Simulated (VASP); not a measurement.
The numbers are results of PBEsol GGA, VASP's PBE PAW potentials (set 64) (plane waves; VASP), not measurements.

VASP ran on this input.

### INCAR
```
# general
SYSTEM  = Zn
PREC    = Accurate
ENCUT   = 480
LREAL   = F
LASPH   = T

# electronic loop
EDIFF   = 1E-6
NELM    = 100
ALGO    = Normal
LMAXMIX = 4

# smearing
ISMEAR  = 1
SIGMA   = 0.1

# functional
GGA     = PS

# ions
IBRION  = 2
NSW     = 60
ISIF    = 3
EDIFFG  = -0.01

# output
LWAVE   = F
LCHARG  = F
```

POSCAR:
```
Zn
1.0
  2.6436575180   0.0000000000   0.0000000000
 -1.3218287590   2.2894749867   0.0000000000
  0.0000000000   0.0000000000   4.6498211730
Zn
2
Direct
  0.6666670000   0.3333330000   0.7500000000
  0.3333330000   0.6666670000   0.2500000000
```

KPOINTS:
```
Automatic mesh
0
Gamma
14 14 7
0 0 0
```

POTCAR, in this order: Zn (PBE.64 set). Program: vasp_std.

Output of the run:

OSZICAR:
```
       N       E                     dE             d eps       ncg     rms          rms(c)
DAV:   1     0.908354567598E+02    0.90835E+02   -0.12334E+04  3128   0.231E+03
DAV:   2    -0.107867395124E+01   -0.91914E+02   -0.90399E+02  3144   0.292E+02
DAV:   3    -0.350036619566E+01   -0.24217E+01   -0.24177E+01  3816   0.592E+01
DAV:   4    -0.350656070693E+01   -0.61945E-02   -0.61943E-02  3688   0.300E+00
DAV:   5    -0.350656963569E+01   -0.89288E-05   -0.89291E-05  3760   0.941E-02    0.489E+00
DAV:   6    -0.319369370128E+01    0.31288E+00   -0.15282E+00  3160   0.284E+01    0.347E+00
DAV:   7    -0.317828058216E+01    0.15413E-01   -0.49995E-02  3848   0.428E+00    0.180E+00
DAV:   8    -0.317069980667E+01    0.75808E-02   -0.19774E-03  4368   0.737E-01    0.538E-02
DAV:   9    -0.317065019424E+01    0.49612E-04   -0.23945E-04  4320   0.253E-01    0.300E-02
DAV:  10    -0.317065432675E+01   -0.41325E-05   -0.21227E-05  3464   0.465E-02    0.317E-03
DAV:  11    -0.317065415398E+01    0.17277E-06   -0.56378E-07  2168   0.136E-02
   1 F= -.31706542E+01 E0= -.31706692E+01  d E =-.317065E+01
```

### OUTCAR
```
------------------------ aborting loop because EDIFF is reached ----------------------------------------
  FORCE on cell =-STRESS in cart. coord.  units (eV):
  Direction    XX          YY          ZZ          XY          YZ          ZX
  --------------------------------------------------------------------------------------
  Total        0.0155581      0.0155581     -0.0107517      0.0000000      0.0000000      0.0000000
  in kB        0.8857056      0.8857059     -0.6120811      0.0000000      0.0000000      0.0000000
  external PRESSURE =       0.3864435 kB  Pullay stress =       0.0000000 kB
  volume of cell :       28.14
      direct lattice vectors                 reciprocal lattice vectors
     2.643657518  0.000000000  0.000000000     0.378263823  0.218390680  0.000000000
    -1.321828759  2.289474987  0.000000000     0.000000000  0.436781361  0.000000000
     0.000000000  0.000000000  4.649821173     0.000000000  0.000000000  0.215062034
 POSITION                                       TOTAL-FORCE (eV/Angst)
 -----------------------------------------------------------------------------------
      1.32183      0.76316      3.48737         0.000000     -0.000000      0.000000
     -0.00000      1.52632      1.16246        -0.000000      0.000000      0.000000
 -----------------------------------------------------------------------------------
    total drift:                                0.000009     -0.000005      0.000034
  FREE ENERGIE OF THE ION-ELECTRON SYSTEM (eV)
  ---------------------------------------------------
  free  energy   TOTEN  =        -3.1706541540 eV

  energy  without entropy=       -3.1706992606  energy(sigma->0) =       -3.17066919

 reached required accuracy - stopping structural energy minimisation
```
(Selected blocks of OUTCAR.)

The compound is Zn in the hcp structure. It was relaxed first, which changed the volume by -7 %. The start is the result of an earlier pass.
